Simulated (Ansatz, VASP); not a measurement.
# BN: VASP beside Ansatz, part 2 of 2

Aim: how closely do two programs agree when they are given the same cell, functional and k mesh? The cell is taken from a series of runs on this material, whose earlier steps may have relaxed, scaled, displaced or heated it; both programs get it as it stands.

VASP 6.6.1 and Ansatz 0.2.0.

So far: The starting structure; VASP: G0W0 gap, PBE0 form with 50 % exact exchange with an exact-exchange share of 0.5.

**3. Ansatz: G0W0 gap, PBE0 form with 50 % exact exchange with an exact-exchange share of 0.5**

Level of this step: Ansatz beside VASP: Kohn-Sham DFT, plane waves, PBE0 form with 50 % exact exchange (Ansatz).

Ansatz runs on its PAW soft_1 files.

The same cell, functional and mesh now go to Ansatz, which takes its cutoff from its data sets.

Contents of input.yaml:

```yaml
crystal:
  lattice:
    - [2.50399, 0.0, 0.0]
    - [-1.251995, 2.1685189508, 0.0]
    - [0.0, 0.0, 6.6612]
  atoms:
    - { symbol: B, position: [0.3333333333, 0.6666666667, 0.25] }
    - { symbol: B, position: [0.6666666667, 0.3333333333, 0.75] }
    - { symbol: "N", position: [0.3333333333, 0.6666666667, 0.75] }
    - { symbol: "N", position: [0.6666666667, 0.3333333333, 0.25] }
kpoints:
  mp_grid: { grid: [9, 9, 4] }
hamiltonian:
  xc: { exchange: pbe, correlation: pbe, exx: { coeff: 0.5 } }
  pseudopotentials: { kind: paw, azcp: { folder: soft_1 } }
scf:
  occupations: { method: fixed }
gw:
  n_empty_bands: 150
  ecut_chi: 150.0
  qp_bands: [v2, c2]
  qp_kpoints: band_edges
  screening: { model: contour_deformation }
```

Command:

```bash
$ ansatz run input.yaml --threads 4 --pin off --max-ram 138240MiB --backend cuda --events-out ev --progress --plain --runs-dir out --devices 1 --max-vram 26GiB
```

Numbers of over 12 decimals in the logs are rounded to 6 here.

The log of the run:

```text
GPUs: using 1 of 1 available (devices: 1).
Engine: ansatz 0.2.0, x86_64-unknown-linux-gnu
Pseudopotentials: kind: paw
Pseudopotential: B, paw, valence charge 3, recommended cutoff 420 eV (normal), soft_1/B.paw.azcp
Pseudopotential: N, paw, valence charge 5, recommended cutoff 420 eV (normal), soft_1/N.paw.azcp
Functional definition: unnamed
  parameter a_1 = 0.5
  exchange = (1 - a_1)*pbe_x + a_1*exact_x
  correlation = pbe_c
davidson cushion auto → on  (no smearing: the cushion is to keep the highest requested band from converging to the state above it; pin scf.eigensolver.cushion to override)
device memory: the entry about to start is reckoned to put 0.7 GiB on a device that reports 68.5 GiB free (of which the cap on the GPU budget leaves the run 26.0 GiB)
GPU FFT provider: cuFFT
GPU libraries: cuBLAS 13.8.2, cuFFT 12.4.0, cuSOLVER 12.3.4
Crystal: 4 atoms, lattice volume = 36.170 Å³
Basis set: ecut = 420 eV, 713 PW (Γ)
Bands: 12, of which v1, the nominal top of the filled ones, is band 8 counted from 1 (7 counted from 0)
Symmetry: 24 space group operations
Space group: P63/mmc (ITA 194), of the structure as read, at distance tolerance 3.3e-5 Å
k-points: 36 of 324
Non-local potential: B, projectors of the file, l = 0: 2, l = 1: 2, l = 2: 1
Non-local potential: N, projectors of the file, l = 0: 2, l = 1: 2, l = 2: 1
PAW form: soft (Blöchl's): semilocal exchange-correlation on the pseudo side does not see the compensation charge
PAW frozen core: B, regenerated for the run's functional, and the local potential with it (the file was generated under x = pbe(κ = 0.804, μ = 0.219515), c = pbe(β = 0.066725))
PAW frozen core: N, regenerated for the run's functional, and the local potential with it (the file was generated under x = pbe(κ = 0.804, μ = 0.219515), c = pbe(β = 0.066725))
PAW one-centre angular grid: B, 110 points (default); XC on 64 Gauss nodes
PAW one-centre angular grid: N, 110 points (default); XC on 64 Gauss nodes
Initial density: superposition of atomic densities (chi_scale 0.1, normalization cell, long waves kept (reshape's long-wave potential 0.01 eV rms))
Initial wavefunctions: pseudopotential atomic-orbital guess
GPU buffer pool allocated for 14580 grid points (all kernels)
GPU transforms: local potential and band sums: pruned to the plane-wave sphere, on 18×18×45
Functional: x = pbe(κ = 0.804, μ = 0.219515), c = pbe(β = 0.066725), warm-up for x = 0.5 pbe(κ = 0.804, μ = 0.219515) + 0.5 exact, c = pbe(β = 0.066725)
SCF iter   1: F=—  HF=-1087.471742 eV  |F-HF|=—  |Δ(HF+E_count)|=         —  Δρ=1.45e-1  dr2=7.57e0  ethr=1.00e-1  ⟨swp⟩=4.1  Hψ=1659  notcnv=0
preconditioner: auto → none  [insulator: Δε(μ)=5.896 eV  Ē_g=17.043 eV  n_scr=4 (ndim 8)  ℏωp=24.7 eV  f_vac=0.000]
SCF iter   2: F=—  HF=-1085.050534 eV  |F-HF|=—  |Δ(HF+E_count)|=    2.42e0  Δρ=6.80e-2  dr2=8.96e-1  ethr=4.73e-2  ⟨swp⟩=3.2  Hψ=1193  notcnv=0  defer=4
SCF iter   3: F=—  HF=-1084.822288 eV  |F-HF|=—  |Δ(HF+E_count)|=   2.28e-1  Δρ=2.33e-2  dr2=1.08e-1  ethr=5.60e-3  ⟨swp⟩=3.1  Hψ=1063  notcnv=0  defer=5
SCF iter   4: F=—  HF=-1084.813688 eV  |F-HF|=—  |Δ(HF+E_count)|=   8.60e-3  Δρ=7.94e-3  dr2=1.21e-2  ethr=6.73e-4  ⟨swp⟩=2.7  Hψ=1047  notcnv=0  defer=3
iter 5 solved again at ethr=2.14e-6 eV; its pass at ethr=7.58e-5 eV (dr2=3.42e-4 eV) is discarded
SCF iter   5: F=-1084.813507 eV  HF=-1084.813613 eV  |F-HF|=1.06e-4  |Δ(HF+E_count)|=   7.45e-5  Δρ=1.14e-3  dr2=3.32e-4  ethr=2.14e-6  ⟨swp⟩=3.5  Hψ=2249  notcnv=0  defer=3
SCF 1 stopped early in 5 iterations: F = -1084.813507 eV  dr2 = 3.32e-4
  greatest PAW one-centre occupation: 0.800 electrons in one spin orbital (limit 2), on the N atom at site 3 (counted from 0), in its partial waves of l = 0
device memory: the entry about to start is reckoned to put 1.4 GiB on a device that reports 68.4 GiB free (of which the cap on the GPU budget leaves the run 26.0 GiB)
GPU FFT provider: cuFFT
GPU libraries: cuBLAS 13.8.2, cuFFT 12.4.0, cuSOLVER 12.3.4
Initial density: handed on by an earlier stage of this run
Initial wavefunctions: those handed on with the density
GPU buffer pool allocated for 14580 grid points (all kernels)
GPU transforms: local potential and band sums: pruned to the plane-wave sphere, on 18×18×45
Functional: x = 0.5 pbe(κ = 0.804, μ = 0.219515) + 0.5 exact, c = pbe(β = 0.066725)
Exchange kernel: α = 0.5000, full range, Wigner–Seitz truncation, v(0) = 17658.6478 eV·Å³, q-mesh 9×9×4, nearest image of the exchange supercell L = 22.54 Å, pair-density grid 15×15×36, without the augmentation charges, whose exchange is taken in its separable form by FFT convolution over the k-point mesh (sized by the pseudopotential files, 15×15×45 at the most), smooth part of the exact exchange by density-matrix convolution in up to 2.43 GiB of GPU memory as planned if the GPU has room (build and FFT work areas not counted)
Frozen-core exchange: fock
[...]
Exchange-term sweep: 18 of 36 (spin, k) points
Exchange-term sweep: 20 of 36 (spin, k) points
Exchange-term sweep: 22 of 36 (spin, k) points
Exchange-term sweep: 24 of 36 (spin, k) points
Exchange-term sweep: 26 of 36 (spin, k) points
Exchange-term sweep: 27 of 36 (spin, k) points
Exchange-term sweep: 29 of 36 (spin, k) points
Exchange-term sweep: 31 of 36 (spin, k) points
Exchange-term sweep: 33 of 36 (spin, k) points
[...]
NSCF: frozen V_eff on 1 k-points
hybrid SCF converged: 2 outer / 10 inner (+5 warm-up), last move |dexx| = 7.97e-6 eV, tail = 3.66e-7 eV
Stability not checked: this state was not tested for a lower state beside it, because the functional holds exact exchange (a hybrid, or Hartree-Fock), whose exchange loop this test does not read (fock_operator; see scf.lower_state_search)
Free energy (F): -1085.851877 eV
Frozen-core exchange: fock
Harris-Foulkes:  -1085.851877 eV  (|F-HF|=2.42e-8)
Internal energy: -1085.851877 eV  (E = F + TS)
E sigma→0 (E₀):  -1085.851877 eV
Fermi energy:    2.224532 eV
--- Per-component energies (eV) ---
  E_band       = -102.015305
  E_kinetic    = 363.088749
  E_local      = -660.124752  (includes V_loc(G=0)·N_el)
  E_nonlocal   = 83.205443
  E_hartree    = 225.143116
  E_xc         = -101.005497
  E_vxc        = -124.402758  (∫ρ·V_xc dr)
  E_exx        = -91.103635  (= α·E_x^exact, valence–valence)
  E_paw        = -407.044983  (= ΣΔE_a)
  E_vpaw       = -31.859062  (= ΣTr[D̂ρ^β])
  E_aug_tail   = 0.001821  (compensation charges beyond the density's cutoff)
  E_ewald      = -497.875223
  E_core_change = -0.136916  (= ΣΔE_core)
  E_smearing   = -0.000000  (= −TS)
  E_closure    = -0.000000  (closes the sum)
  Σ components = -1085.851877   (vs F -1085.851877, Δ=0.00e0)
--- Band table (eV; the first three rows and the last of 36) ---
  k-point 0: bands = ["-19.1604", "-18.8396", "-5.1264", "-2.6581", "0.4240", "0.4240", "0.4682", "0.4682", "11.3310", "17.4544"]
  k-point 1: bands = ["-19.1157", "-18.8891", "-4.8214", "-3.0958", "0.4305", "0.4305", "0.4618", "0.4618", "12.1291", "16.2645"]
  k-point 2: bands = ["-19.0048", "-19.0048", "-4.0218", "-4.0218", "0.4460", "0.4460", "0.4460", "0.4460", "14.0711", "14.0711"]
  k-point 35: bands = ["-14.7543", "-14.7543", "-7.1495", "-7.1495", "-6.5185", "-6.5185", "2.2245", "2.2245", "11.3222", "11.3222"]
  guard bands above this table: 2 of the run's 12 bands. The solve was not asked for them (output.publish_guard_bands: true or output.eigenvalues: true publishes all)
--- G₀W₀: contour deformation, 5 samples at zero and on the imaginary axis and 2 off it, 324 q-points, 150 empty bands' worth ---
  eigenvalues of the whole cell's RPA ε∞ on this k-mesh (on a slab, of 1 + 4πα/V) = 2.0542, 2.9679, 2.9679; static W/v taken at q = 0 is 0.363221
  bands read: the sum over 158 bands ends inside a degenerate multiplet in 1 slot, whose members it reads at an even weight; the widest, k=0: bands 158 to 159 (counted from 1) at 1/2 each
  gw.qp_kpoints: band_edges: 15 of 36 stored k-points solved, in 1 pass; an edge of the gap read off the rows below is read off those points alone
    valence top: of the k-points left out ik 21 came nearest to being solved in a further pass, in band 8 (counted from 1, as in the quasiparticle table): it holds the edge there only if its correction is more favourable than any solved in that band by at least 0.914 eV; those differ by 0.119 eV
    conduction bottom: of the k-points left out ik 14 came nearest to being solved in a further pass, in band 9 (counted from 1, as in the quasiparticle table): it holds the edge there only if its correction is more favourable than any solved in that band by at least 0.609 eV; those differ by 0.151 eV
    ik  band        ε_KS         Σx   Σc(E_QP)       V_xc       Z   E_QP_lin       E_QP  E_QP is
     0     7      0.4682   -23.6865     2.4635   -22.0461  0.8566     1.2885     1.2912  root
     0     8      0.4682   -23.6865     2.4635   -22.0461  0.8566     1.2885     1.2912  root
     0     9     11.3310    -4.5023    -3.3574    -7.3158  0.8910    10.7881    10.7871  root
     0    10     17.4544    -6.9360    -4.2289   -10.6742  0.8498    16.9651    16.9637  root
     2     7      0.4460   -23.6709     2.4664   -22.0265  0.8565     1.2653     1.2680  root
     2     8      0.4460   -23.6709     2.4664   -22.0265  0.8565     1.2653     1.2680  root
     2     9     14.0711    -5.6553    -3.6759    -8.8211  0.8768    13.5621    13.5610  root
     2    10     14.0711    -5.6553    -3.6759    -8.8211  0.8768    13.5621    13.5610  root
     3     7     -0.0847   -23.5509     2.5272   -21.8530  0.8550     0.7417     0.7445  root
     3     8     -0.0330   -23.5893     2.5212   -21.8997  0.8551     0.7958     0.7986  root
     3     9     11.7796    -4.4525    -3.3784    -7.2849  0.8904    11.2346    11.2336  root
     3    10     17.3255    -7.2442    -4.2482   -11.0218  0.8482    16.8563    16.8549  root
     5     7     -0.0590   -23.5701     2.5242   -21.8764  0.8550     0.7686     0.7714  root
     5     8     -0.0590   -23.5701     2.5242   -21.8764  0.8550     0.7686     0.7714  root
     5     9     14.3970    -5.6980    -3.6900    -8.8834  0.8756    13.8934    13.8923  root
     5    10     14.3970    -5.6980    -3.6900    -8.8834  0.8756    13.8934    13.8923  root
    12     7      0.1947   -19.3114     2.1184   -17.8773  0.8488     0.8767     0.8790  root
    12     8      1.5310   -20.6687     2.0529   -19.3627  0.8497     2.2754     2.2779  root
    12     9     11.1457    -5.4186    -3.7052    -8.7132  0.8789    10.7358    10.7350  root
    12    10     12.7416    -7.0487    -3.9207   -10.6172  0.8663    12.3900    12.3894  root
    13     7      0.3896   -19.4909     2.1053   -18.0773  0.8491     1.0790     1.0813  root
    13     8      1.3375   -20.4587     2.0597   -19.1352  0.8497     2.0713     2.0737  root
    13     9     11.2304    -5.5347    -3.6895    -8.8193  0.8786    10.8261    10.8254  root
    13    10     12.3384    -6.6448    -3.8239   -10.1042  0.8703    11.9744    11.9738  root
[...]
34     7      2.1886   -20.6688     1.9508   -19.4389  0.8525     2.9073     2.9095  root
    34     8      2.1886   -20.6688     1.9508   -19.4389  0.8525     2.9073     2.9095  root
    34     9     11.4522    -5.8019    -3.9268    -9.3183  0.8722    11.0426    11.0419  root
    34    10     11.4522    -5.8019    -3.9268    -9.3183  0.8722    11.0426    11.0419  root
    35     7      2.2245   -20.7577     1.9562   -19.5258  0.8524     2.9466     2.9488  root
    35     8      2.2245   -20.7577     1.9562   -19.5258  0.8524     2.9466     2.9488  root
    35     9     11.3222    -5.6375    -3.9019    -9.1236  0.8735    10.9071    10.9064  root
    35    10     11.3222    -5.6375    -3.9019    -9.1236  0.8735    10.9071    10.9064  root
```

**4. Differences**

Known differences besides the potentials themselves: exact exchange at q = 0 is treated differently, which shows on coarse meshes; VASP keeps PBE cores, Ansatz makes them for the functional; fixed occupations in Ansatz, narrow Gaussian smearing in VASP; the cutoff is 420 eV in Ansatz and 450 eV in VASP; Ansatz integrates over frequency by contour deformation, VASP on a grid of NOMEGA points; Ansatz's G0W0 levels solve the quasiparticle equation, VASP's are linearised. Total energies have different zeros and are not compared.

Compared:

```csv
quantity,Ansatz,VASP,difference
G0W0 gap on the mesh (eV),7.54,7.56,-0.02
Kohn-Sham gap under it (eV),8.68,8.69,-0.01
```

**5. Outcome**

- difference in G0W0 gap on the mesh (G0W0 gap, PBE0 form with 50 % exact exchange with an exact-exchange share of 0.5): -0.018 eV

The difference in G0W0 gap on the mesh is -0.018 eV (G0W0 gap, PBE0 form with 50 % exact exchange with an exact-exchange share of 0.5). Such differences can come from data sets, numerical settings and the points named under the comparisons, not from the functional's error against experiment.

[Lines on the potential files, build, host, timing and source positions are cut from VASP's logs without a mark.]

[Logs are printed without paths, hosts, clocks, repeated set-up lines and the standing remarks that a program may print on its own settings, such as how far it seeks lower states.]

[Hosts, paths, dates, database ids (printed as entryN), source tags and the programs' standing remarks are cut or masked in the printed files.]
